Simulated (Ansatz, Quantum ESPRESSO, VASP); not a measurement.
# One structure in several programs: LaCo₅ (P6/mmm, 6 atoms in the cell)

Self-consistent single point, at a second geometry (lattice scaled by 0.98). First geometry:

```
CELL_PARAMETERS angstrom
      5.02268     0.00000     0.00000
     -2.51134     4.34977     0.00000
      0.00000     0.00000     3.96039
ATOMIC_POSITIONS crystal
  La 0.00000 0.00000 0.00000
  Co 0.33333 0.66667 0.00000
  Co 0.66667 0.33333 0.00000
  Co 0.50000 0.00000 0.50000
  Co 0.50000 0.50000 0.50000
  Co 0.00000 0.50000 0.50000
```
Moments meant for the start (each program seeds them in its own way; μB, in the order of the atoms La Co Co Co Co Co): 0.0 3.0 3.0 3.0 3.0 3.0.

Shared settings, as Ansatz (a program for electronic structure) writes them: kpoints.mp_grid.grid = 5 5 6; scf.occupations.method = fermi_dirac; scf.occupations.width = 0.05 eV. Potentials and cutoffs stand in the table.

```csv
code,model,ΔF from the first geometry (meV/atom),pressure (GPa),size of the net moment (μB/atom),cutoff
VASP,"LDA (PZ), VASP's LDA PAW potentials (set 64)",-43.8,-4.38,1.03,300 eV
Ansatz,"LDA (PW92), PAW files made with PBE",-40.8,-3.45,1.07,default
Quantum ESPRESSO,"LDA (PZ), GBRV 1.5 ultrasoft (LDA) pseudopotentials",-38.9,-3.37,1.11,50 Ry
```

On Ansatz's run: the magnetic order is the one reached from the typed start; others were not searched systematically.

The spread over the programs that give each value: ΔF from the first geometry within 4.9 meV/atom; pressure within 1.01 GPa; size of the net moment within 0.08 μB/atom.

Ansatz's pressure is given at a fixed set of plane waves, as the other plane-wave codes print theirs; with its correction for the finite basis it is -3.36 GPa. The same LDA comes in different parametrisations, which differ slightly.

VASP's run is marked for a possible Pulay error in its stress at this cutoff; no cutoff test was made.

The starting cell comes from a database of computed structures (which also holds hypothetical and non-ambient phases and stackings), without a prior relaxation at this level. For this run, on top of that: lattice scaled by 0.98.

Left out of this page: FLEUR (not drawn, or without a comparable value).

Keys are those of Ansatz 0.2.
